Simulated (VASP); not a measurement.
Data:

```yaml
crystal:
  lattice:
    - [3.16446, 0.00000, 0.00000]
    - [0.00000, 3.16446, 0.00000]
    - [0.00000, 0.00000, 3.16446]
  atoms:
    - { symbol: Al, position: [0.00000, 0.00000, 0.00000] }
    - { symbol: Ru, position: [0.50000, 0.50000, 0.50000] }
```

Calculation: PBE GGA, VASP's PBE PAW potentials (set 64) (plane waves; VASP 6.6.1). Run with 300 eV cut-off, 10×10×10 Γ-centred mesh, Fermi-Dirac smearing of 0.10 eV, potentials Al Ru_pv.

Give the energies of bands 4 to 11 at the high-symmetry points, in eV from the Fermi level.

| band | Γ | X | M | R |
|---|---|---|---|---|
| 4 | -8.76 | -5.20 | -5.22 | -3.80 |
| 5 | -2.78 | -5.08 | -2.47 | -3.80 |
| 6 | -2.78 | -2.16 | -1.25 | -3.80 |
| 7 | 0.10 | -1.31 | -1.25 | 1.20 |
| 8 | 0.10 | -1.31 | -0.92 | 1.20 |
| 9 | 0.10 | 0.28 | -0.92 | 1.54 |
| 10 | 5.28 | 1.71 | 1.13 | 3.77 |
| 11 | 5.28 | 7.44 | 4.27 | 3.77 |

It has no gap at this level: it comes out as a metal or semimetal.

The structure was generated: AlRu was put into an ordered model structure, which need not be its known phase. The cell was not relaxed at this level. The electron count is odd and the run is not spin-polarised, which forces a metal.
